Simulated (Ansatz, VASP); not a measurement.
## Li2Ti (Li2Ti in the C11b ordering) in two plane-wave programs

One calculation is typed for both programs; each brings its own data sets. How far apart do they land? The cell is generated by rule, not measured, and may not be a known phase. The cell is taken from a series of runs on this material, whose earlier steps may have relaxed, scaled, displaced or heated it; both programs get it as it stands.

Method: plane waves, with VASP 6.6.1 beside it; relaxation of cell and atoms at PBE, in Ansatz 0.2.0.

The structure was built from a prototype and need not be the compound's stable phase.

## (1) Set-up

Symmetry: I4/mmm, No. 139, tetragonal system. The conventional cell has a = 2.643 Å, b = 2.643 Å, c = 15.053 Å, α = 90.00°, β = 90.00°, γ = 90.00°. Nearest to Ti lie 4 Ti at 2.64 Å. Li has 4 Li at 2.64 Å nearest. Farther neighbours are not listed.

## (2) VASP: relaxation of cell and atoms, PBE

The relaxed volume is the usual yardstick between codes: in a stiff, nearly cubic crystal its relative difference is about their pressure difference at one cell divided by the bulk modulus.

Lines of VASP's logs that name or quote its potential files are left out, and so is its time.

Input file INCAR:

```
SYSTEM = Li2Ti
PREC = Accurate
ENCUT = 750
EDIFF = 1E-07
NELM = 120
ISMEAR = 0
SIGMA = 0.1
LREAL = .FALSE.
ALGO = Normal
GGA = PE
NBANDS = 15
LASPH = .TRUE.
LORBIT = 11
LWAVE = .FALSE.
LCHARG = .FALSE.
ISIF = 3
IBRION = 2
NSW = 80
EDIFFG = -0.005
GGA_COMPAT = .FALSE.
NELMIN = 4
KPAR = 2
```

Input file POSCAR:

```
Li2Ti
1.0
    2.6429000000      0.0000000000      0.0000000000
    0.0000000000      2.6429000000      0.0000000000
    1.3214500000      1.3214500000      7.5266460000
Ti Li
1 2
Direct
    0.0000000000      0.0000000000      0.0000000000
    0.6651179024      0.6651179024      0.6697641951
    0.3348820311      0.3348820311      0.3302359378
```

Input file KPOINTS:

```
Automatic mesh
0
Gamma
12 12 12
0 0 0
```

The projector-augmented-wave data sets are Ti_sv and Li_sv (PBE family, release 64).

On the command line:

```
mpirun -np 2 vasp_std
```

Numbers of over 12 decimals in the logs are rounded to 6 here.

Log:

```text
[banner, memory and clock lines left out]
running    2 mpi-ranks, on    1 nodes
 distrk:  each k-point on    1 cores,    2 groups
 distr:  one band on    1 cores,    1 groups

 POSCAR found type information on POSCAR TiLi
 POSCAR found :  2 types and       3 ions
 LDA part: xc-table for (Slater+PW92), standard interpolation
 POSCAR, INCAR and KPOINTS ok, starting setup
 FFT: planning ... GRIDC
 FFT: planning ... GRID_SOFT
 FFT: planning ... GRID
 WAVECAR not read
 entering main loop
       N       E                     dE             d eps       ncg     rms          rms(c)
DAV:   1     0.151222270173E+03    0.15122E+03   -0.10828E+04  4890   0.164E+03
DAV:   2     0.423328078165E+01   -0.14699E+03   -0.14377E+03  5065   0.400E+02
DAV:   3    -0.116948413591E+02   -0.15928E+02   -0.15696E+02  9143   0.909E+01
DAV:   4    -0.123694351579E+02   -0.67459E+00   -0.67177E+00  6057   0.229E+01
DAV:   5    -0.124291840566E+02   -0.59749E-01   -0.59717E-01  7759   0.438E+00    0.836E+00
DAV:   6    -0.130827919784E+02   -0.65361E+00   -0.31299E+01  6474   0.304E+01    0.864E+00
DAV:   7    -0.108655353200E+02    0.22173E+01   -0.10234E+01  6274   0.155E+01    0.228E+00
DAV:   8    -0.108442591101E+02    0.21276E-01   -0.45431E-01  6385   0.493E+00    0.699E-01
DAV:   9    -0.108443007323E+02   -0.41622E-04   -0.50559E-02  6401   0.174E+00    0.541E-01
DAV:  10    -0.108461244035E+02   -0.18237E-02   -0.76520E-03  6342   0.725E-01    0.636E-02
DAV:  11    -0.108461293702E+02   -0.49667E-05   -0.81788E-04  7244   0.150E-01    0.420E-02
DAV:  12    -0.108461490378E+02   -0.19668E-04   -0.54003E-05  5590   0.535E-02    0.154E-02
DAV:  13    -0.108461427951E+02    0.62427E-05   -0.19795E-05  6640   0.315E-02    0.409E-03
DAV:  14    -0.108461427510E+02    0.44018E-07   -0.69697E-07  5895   0.669E-03
   1 F= -.10846143E+02 E0= -.10837736E+02  d E =-.108461E+02
[...]
2 F= -.10846585E+02 E0= -.10838312E+02  d E =-.442053E-03
[...]
3 F= -.10846850E+02 E0= -.10838757E+02  d E =-.707148E-03
[...]
4 F= -.10846853E+02 E0= -.10838783E+02  d E =-.710136E-03
[...]
5 F= -.10846942E+02 E0= -.10838920E+02  d E =-.886983E-04
 trial-energy change:   -0.000089  1 .order   -0.000087   -0.000128   -0.000047
 step:   1.9678(harm=  2.0740)  dis= 0.00085  next Energy=   -10.846953 (dE=-0.100E-03)
 bond charge predicted
       N       E                     dE             d eps       ncg     rms          rms(c)
DAV:   1    -0.108475012586E+02   -0.55963E-03   -0.83400E-03  6699   0.111E+00    0.180E-01
DAV:   2    -0.108479794242E+02   -0.47817E-03   -0.12875E-02  6670   0.677E-01    0.182E-01
DAV:   3    -0.108469609372E+02    0.10185E-02   -0.47454E-03  6203   0.344E-01    0.329E-02
DAV:   4    -0.108469514665E+02    0.94707E-05   -0.80894E-05  6727   0.621E-02    0.919E-03
DAV:   5    -0.108469540564E+02   -0.25899E-05   -0.86436E-06  6633   0.174E-02    0.645E-03
DAV:   6    -0.108469553864E+02   -0.13300E-05   -0.65498E-06  7690   0.103E-02    0.382E-03
DAV:   7    -0.108469552812E+02    0.10522E-06   -0.68061E-07  5426   0.662E-03    0.154E-03
DAV:   8    -0.108469553497E+02   -0.68509E-07   -0.90143E-08  3377   0.283E-03
   6 F= -.10846955E+02 E0= -.10838957E+02  d E =-.102463E-03
 curvature:  -1.20 expect dE=-0.133E-05 dE for cont linesearch -0.299E-06
 trial: gam=-0.06960 g(F)=  0.592E-07 g(S)=  0.105E-05 ort = 0.534E-05 (trialstep = 0.145E+01)
 search vector abs. value=  0.923E-06
 reached required accuracy - stopping structural energy minimisation
```

OUTCAR, selected parts (step 2):

```text
ion  position               nearest neighbor table
   1  0.000  0.000  0.000-
   2  0.665  0.665  0.670-
   3  0.335  0.335  0.330-

  LATTYP: Found a body centered tetragonal cell.
 ALAT       =     2.6429000000
 C/A-ratio  =     5.6957478527

 Subroutine GETGRP returns: Found 16 space group operations
 (whereof 16 operations were pure point group operations)

The static configuration has the point symmetry D_4h.

 Found    163 irreducible k-points:

   k-points           NKPTS =    163   k-points in BZ     NKDIM =    163   number of bands    NBANDS=     15

   dimension x,y,z NGX =    24 NGY =   24 NGZ =   70
   dimension x,y,z NGXF=    48 NGYF=   48 NGZF=  140

   ENCUT  =  750.0 eV  55.12 Ry    7.42 a.u.   5.90  5.90 17.32*2*pi/ulx,y,z

   NELECT =      18.0000    total number of electrons

 k-points in reciprocal lattice and weights: Automatic mesh
   0.00000000  0.00000000  0.00000000       0.001
   0.08333333  0.00000000  0.00000000       0.005
   0.16666667  0.00000000 -0.00000000       0.005
   0.25000000  0.00000000  0.00000000       0.005
   0.33333333  0.00000000  0.00000000       0.005
   0.41666667  0.00000000  0.00000000       0.005
   0.50000000  0.00000000  0.00000000       0.002
   0.08333333  0.08333333  0.00000000       0.005
   0.16666667  0.08333333 -0.00000000       0.009
[...]
-0.08333333 -0.08333333  0.41666667       0.002
   0.00000000  0.00000000  0.50000000       0.001

 average (electrostatic) potential at core
       1 -77.2861       2 -61.7502       3 -61.7502

 E-fermi :   3.2985

 k-point     1 :       0.0000    0.0000    0.0000
  band No.  band energies     occupation
    ...
      7      -1.4495      2.00000
      8       0.7579      2.00000
      9       1.4484      2.00000
     10       2.2940      2.00000
     11       3.0179      1.99993
     12       6.1358      0.00000
     13       6.1358      0.00000
     14       7.2144      0.00000
     15       8.9312      0.00000

 k-point     2 :       0.0833    0.0000    0.0000
  band No.  band energies     occupation
    ...
      7      -1.2841      2.00000
      8       0.8647      2.00000
      9       1.5231      2.00000
     10       2.4066      2.00000
     11       3.1255      1.98560
     12       5.9278      0.00000
     13       6.1565      0.00000
     14       7.0769      0.00000
     15       9.0907      0.00000

 k-point     3 :       0.1667    0.0000   -0.0000
  band No.  band energies     occupation
    ...
      6     -29.1243      2.00000
      7      -0.8149      2.00000
      8       1.1498      2.00000
      9       1.7500      2.00000
     10       2.7069      2.00000
     11       3.4529      0.02899
     12       5.4790      0.00000
     13       6.2136      0.00000
     14       6.7201      0.00000
     15       9.3823      0.00000

  Total        0.0050842      0.0050842      0.0037058      0.0000000      0.0000000      0.0000000
  in kB        0.1553586      0.1553586      0.1132394      0.0000000      0.0000000      0.0000000
  external PRESSURE =       0.1413189 kB  Pullay stress =       0.0000000 kB

  energy-cutoff  :      750.00
  volume of cell :       52.43
      direct lattice vectors                 reciprocal lattice vectors
     2.631227595  0.000000000 -0.000000000     0.380050742  0.000000000 -0.066021969
     0.000000000  2.631227595  0.000000000    -0.000000000  0.380050742 -0.066021969
     1.315613798  1.315613798  7.573236772     0.000000000  0.000000000  0.132043937

 POSITION                                       TOTAL-FORCE (eV/Angst)
 -----------------------------------------------------------------------------------
      0.00000      0.00000      0.00000        -0.000000     -0.000000     -0.000000
      2.63123      2.63123      5.06998        -0.000000     -0.000000      0.000783
      1.31561      1.31561      2.50326         0.000000      0.000000     -0.000783
 -----------------------------------------------------------------------------------
    total drift:                                0.000000      0.000000     -0.000425

  FREE ENERGIE OF THE ION-ELECTRON SYSTEM (eV)
  ---------------------------------------------------
  free  energy   TOTEN  =       -10.8469553497 eV

  energy  without entropy=      -10.8309581774  energy(sigma->0) =      -10.83895676

 reached required accuracy - stopping structural energy minimisation

 total charge
# of ion       s       p       d       tot
------------------------------------------
    1        2.239   6.057   1.980  10.277
    2        2.040   0.057   0.000   2.097
    3        2.040   0.057   0.000   2.097
--------------------------------------------------
tot          6.319   6.171   1.980  14.471

[... 3 further parts left out ...]
```

CONTCAR:

```
Li2Ti
   1.00000000000000
     2.6312275951780606    0.0000000000000000   -0.0000000000000000
     0.0000000000000000    2.6312275951780606    0.0000000000000000
     1.3156137975890303    1.3156137975890303    7.5732367720416214
  Ti              Li
     1     2
Direct
     0.0000000000000000    0.0000000000000000    0.0000000000000000
     0.6652701581164618    0.6652701581164618    0.6694596836670744
     0.3347297753835379    0.3347297753835379    0.3305404492329241
```

## (3) Ansatz: relaxation of cell and atoms, PBE

Ansatz runs on its default PAW (the set named soft_2) files.

The same cell, functional, mesh and smearing now go to Ansatz, which takes its cutoff from its data sets.

Input file input.yaml:

```yaml
crystal:
  lattice:
    - [2.6428995846, 0.0, 0.0]
    - [0.0, 2.6428995846, 0.0]
    - [1.3214497923, 1.3214497923, 7.5266464294]
  atoms:
    - { symbol: Ti, position: [0.0, 0.0, 0.0] }
    - { symbol: Li, position: [0.6651179488, 0.6651179488, 0.6697641023] }
    - { symbol: Li, position: [0.3348820512, 0.3348820512, 0.3302358977] }
kpoints:
  mp_grid: { grid: [12, 12, 12] }
hamiltonian:
  xc: pbe
scf:
  occupations: { method: gaussian, width: 0.1 }
output:
  forces: true
  stress: true
  eigenvalues: true
relax:
  adjacent_minimum: "off"
  f_tol: 0.005
  max_steps: 80
  cell: { stress_tol: 0.05 }
```

On the command line:

```
ansatz run input.yaml --threads 4 --pin off --max-ram 8192MiB --backend cpu --events-out ev --progress --plain --runs-dir out
```

Log:

```text
Engine: ansatz 0.2.0, x86_64-unknown-linux-gnu
Pseudopotentials: kind: paw
Pseudopotential: Ti, paw, valence charge 12, recommended cutoff 420 eV (normal), Ti.paw.azcp
Pseudopotential: Li, paw, valence charge 3, recommended cutoff 420 eV (normal), Li.paw.azcp
Functional definition: PBE
  parameter kappa = 0.804
  parameter beta = 0.066725
  exchange = pbe_x(kappa = kappa, mu = beta*pi^2/3)
  correlation = pbe_c(beta = beta)
Crystal: 3 atoms, lattice volume = 52.573 Å³
Basis set: ecut = 420 eV, 1029 PW (Γ), exchange–correlation on 36×36×108 points (8 copies of the dense FFT grid, shifted against one another)
Bands: 13, of which v1, the nominal top of the filled ones, is band 9 counted from 1 (8 counted from 0)
Symmetry: 16 space group operations
Space group: I4/mmm (ITA 139), of the structure as read, at distance tolerance 3.7e-5 Å
k-points: 163 of 1728
Non-local potential: Ti, projectors of the file, l = 0: 3, l = 1: 2, l = 2: 3, l = 3: 1
Non-local potential: Li, projectors of the file, l = 0: 3, l = 1: 2, l = 2: 1
PAW form: soft (Blöchl's): semilocal exchange-correlation on the pseudo side does not see the compensation charge
PAW one-centre angular grid: Ti, 590 points (default); XC on 64 Gauss nodes
PAW one-centre angular grid: Li, 110 points (default); XC on 64 Gauss nodes
Initial density: superposition of atomic densities (neutral atoms: chi_scale 0, normalization atom), corrected by the library's trained network
Initial wavefunctions: pseudopotential atomic-orbital guess
Functional: x = pbe(κ = 0.804, μ = 0.219515), c = pbe(β = 0.066725)
SCF iter   1: F=—  HF=-2908.237777 eV  |F-HF|=—  |Δ(HF+E_count)|=         —  Δρ=2.91e-3  dr2=5.13e-3  ethr=1.77e-3  ⟨swp⟩=4.0  Hψ=10035  notcnv=0
preconditioner: auto → none  [metal: Δε(μ)=0.001 eV  Ē_g=3.022 eV  σ=0.100 eV  W_gap=0.00  n_scr=4 (ndim 8)  ℏωp=12.5 eV  f_vac=0.000  D(μ)=3.32/eV (n_scr^D=36)  sad-step TF]
SCF iter   2: F=—  HF=-2908.237046 eV  |F-HF|=—  |Δ(HF+E_count)|=   7.31e-4  Δρ=1.49e-3  dr2=2.30e-3  ethr=2.85e-5  ⟨swp⟩=1.0  Hψ=3423  notcnv=0
SCF iter   3: F=—  HF=-2908.237071 eV  |F-HF|=—  |Δ(HF+E_count)|=   2.57e-5  Δρ=9.10e-4  dr2=4.12e-3  ethr=1.28e-5  ⟨swp⟩=2.0  Hψ=2662  notcnv=0
SCF iter   4: F=—  HF=-2908.236639 eV  |F-HF|=—  |Δ(HF+E_count)|=   4.32e-4  Δρ=2.43e-4  dr2=1.92e-4  ethr=1.28e-5  ⟨swp⟩=1.7  Hψ=2417  notcnv=0
SCF iter   5: F=—  HF=-2908.236623 eV  |F-HF|=—  |Δ(HF+E_count)|=   1.66e-5  Δρ=7.70e-5  dr2=4.28e-6  ethr=1.06e-6  ⟨swp⟩=1.0  Hψ=2117  notcnv=0
SCF iter   6: F=—  HF=-2908.236577 eV  |F-HF|=—  |Δ(HF+E_count)|=   4.56e-5  Δρ=1.48e-5  dr2=8.11e-8  ethr=5.56e-10  ⟨swp⟩=3.1  Hψ=7589  notcnv=0
SCF iter   7: F=-2908.236577 eV  HF=-2908.236577 eV  |F-HF|=2.76e-10  |Δ(HF+E_count)|=   2.53e-8  Δρ=2.48e-6  dr2=1.50e-9  ethr=4.51e-10  ⟨swp⟩=2.1  Hψ=6634  notcnv=0
SCF 1 converged in 7 iterations: F = -2908.236577 eV  dr2 = 1.50e-9
  greatest PAW one-centre occupation: 1.000 electrons in one spin orbital (limit 2), on the Li atom at site 2 (counted from 0), in its partial waves of l = 0
relax step   1: F+E_penalty+E_count = -2908.23657712 eV  Δ(F+E_penalty+E_count) = +0.000e0 eV  max|allowed force component| = 1.487e-2 eV/Å  Δτ_max = 0.0000 Å  P = +0.027 GPa  Ω = 52.573 Å³  (7 SCF iters, dr2 threshold 1.00e-7 eV, accepted)
[...]
relax step   2: F+E_penalty+E_count = -2908.23615074 eV  Δ(F+E_penalty+E_count) = +4.264e-4 eV  max|allowed force component| = 5.799e-2 eV/Å  Δτ_max = 0.0212 Å  P = -0.211 GPa  Ω = 52.780 Å³  energy of the carried Pulay correction = -7.272e-6 eV  (6 SCF iters, dr2 threshold 3.00e-7 eV, rejected (line search))
[...]
relax step   3: F+E_penalty+E_count = -2908.23712884 eV  Δ(F+E_penalty+E_count) = -5.517e-4 eV  max|allowed force component| = 2.110e-3 eV/Å  Δτ_max = 0.0027 Å  P = -0.009 GPa  Ω = 52.631 Å³  energy of the carried Pulay correction = -2.041e-6 eV  (8 SCF iters, accepted)
[...]
relax step   4: F+E_penalty+E_count = -2908.23739330 eV  Δ(F+E_penalty+E_count) = -2.645e-4 eV  max|allowed force component| = 1.116e-3 eV/Å  Δτ_max = 0.0014 Å  P = -0.007 GPa  Ω = 52.696 Å³  energy of the carried Pulay correction = -4.316e-6 eV  (6 SCF iters, dr2 threshold 1.34e-7 eV, accepted)
[...]
relax step   5: F+E_penalty+E_count = -2908.23739530 eV  Δ(F+E_penalty+E_count) = -1.994e-6 eV  max|allowed force component| = 1.130e-3 eV/Å  Δτ_max = 0.0000 Å  P = -0.007 GPa  Ω = 52.696 Å³  stress off target by 2.28e-2 GPa  SCF on the basis re-selected at this cell (its energy is not comparable with the rows above)  (6 SCF iters)
basis re-selected at this cell: Δ(F+E_penalty+E_count) = -1.994e-6 eV, ΔP = -0.000 GPa vs the last step (what re-selecting the basis moved, of the pressure what is left beyond the Pulay correction that the steps carried, after the strain that the cell walked since its last selection, with what the two solves' SCF thresholds leave and, on support functions, any second-order correction that the steps lacked; it is no m [...]
SCF converged after 6 iterations
Free energy (F): -2908.237395 eV
Harris-Foulkes:  -2908.237395 eV  (|F-HF|=4.55e-13)
Internal energy: -2908.221552 eV  (E = F + TS)
E sigma→0 (E₀):  -2908.229474 eV
Entropy (-TS):   -0.015843 eV (-5.281 meV/atom)
Fermi energy:    5.239930 eV
--- Per-component energies (eV) ---
  E_band       = -407.518378
  E_kinetic    = 316.051654
  E_local      = -1928.200089  (includes V_loc(G=0)·N_el)
  E_nonlocal   = -56.386018
  E_hartree    = 803.116034
  E_xc         = -117.462661
  E_vxc        = -147.655824  (∫ρ·V_xc dr)
  E_paw        = -1090.525522  (= ΣΔE_a)
  E_vpaw       = -197.560263  (= ΣTr[D̂ρ^β])
  E_aug_tail   = 0.000149  (compensation charges beyond the density's cutoff)
  E_ewald      = -834.815099
  E_smearing   = -0.015843  (= −TS)
  E_closure    = -0.000000  (closes the sum)
  Σ components = -2908.237395   (vs F -2908.237395, Δ=0.00e0)
--- Forces (eV/Å), atoms counted from 1 ---
  atom   1  Ti     0.00000000     0.00000000     0.00000000
  atom   2  Li     0.00000000     0.00000000     0.00112994
  atom   3  Li     0.00000000     0.00000000    -0.00112994
  max |Σ_I F_I| component: 8.13e-19 eV/Å
--- Stress (GPa, compression-positive) ---
        0.000636       0.000000       0.000000
        0.000000       0.000636       0.000000
        0.000000       0.000000      -0.022802
  P = ⅓ Tr σ = -0.0072 GPa (-0.072 kbar)
--- Band table (eV; the first three rows and the last of 163) ---
  k-point 0: bands = [... 5 lower, -27.1888, 0.5133, 2.7025, 3.3845, 4.2355, 4.9576, 8.0733, 8.0733]
  k-point 1: bands = [... 5 lower, -27.1888, 0.5196, 2.6294, 3.4692, 4.2355, 4.9536, 8.0733, 8.0733]
  k-point 2: bands = [... 5 lower, -27.1888, 0.5372, 2.4776, 3.6543, 4.2355, 4.9411, 8.0734, 8.0734]
  k-point 162: bands = [... 5 lower, -27.5217, 3.1058, 5.3708, 5.3708, 7.3489, 9.1752, 9.1752, 10.2259]
--- Relaxed structure (4 steps of the walk, 3 accepted, 1 SCFs on fresh bases) ---
  F+E_penalty+E_count = -2908.23739530 eV   max|allowed force component| = 1.130e-3 eV/Å   (the final SCF, on the basis selected at the relaxed cell)
  cell:  # Å, volume = 52.6958 Å³
    - [2.634482, 0, 0.0]
    - [0, 2.634482, 0.0]
    - [1.317241, 1.317241, 7.592507]
  atoms:
    - { symbol: Ti, position: [0, 0, 0.0] }
    - { symbol: Li, position: [0.665204, 0.665204, 0.669592] }
    - { symbol: Li, position: [0.334796, 0.334796, 0.330408] }
```

In the SCF lines HF is the Harris–Foulkes energy and dr2 the Hartree energy of the density residual, in eV; the loop may stop once dr2 is under the threshold and the program's other checks hold. Hψ counts applications of the Hamiltonian.

## (4) Comparison

Known differences besides the potentials themselves: the cutoff is 420 eV in Ansatz and 750 eV in VASP; Ansatz adds a Pulay correction to the stress that steers its cell, VASP none. Total energies have different zeros and are not compared.

Compared:

| quantity | Ansatz | VASP | difference |
| --- | --- | --- | --- |
| volume (Å³) | 52.70 | 52.43 | +0.50 % |
| edge a after relaxation, in the typed setting (Å) | 2.635 | 2.631 | +0.13 % |
| edge c after relaxation, in the typed setting (Å) | 7.818 | 7.798 | +0.25 % |

## (5) Results

```json
{
  "difference in volume (relaxation of cell and atoms, PBE)": "0.50 %"
}
```

The difference in volume is 0.50 % (relaxation of cell and atoms, PBE), within the 1.2 % picked in this series as the mark of a large difference, as far as the stopping tolerances let one tell. How closely two codes agree says nothing of how well the functional describes the real material.

[Lines on the potential files, build, host, timing and source positions are cut from VASP's logs without a mark.]

[Logs are printed without paths, hosts, clocks, repeated set-up lines and the standing remarks that a program may print on its own settings, such as how far it seeks lower states.]

[Hosts, paths, dates, database ids (printed as entryN), source tags and the programs' standing remarks are cut or masked in the printed files.]
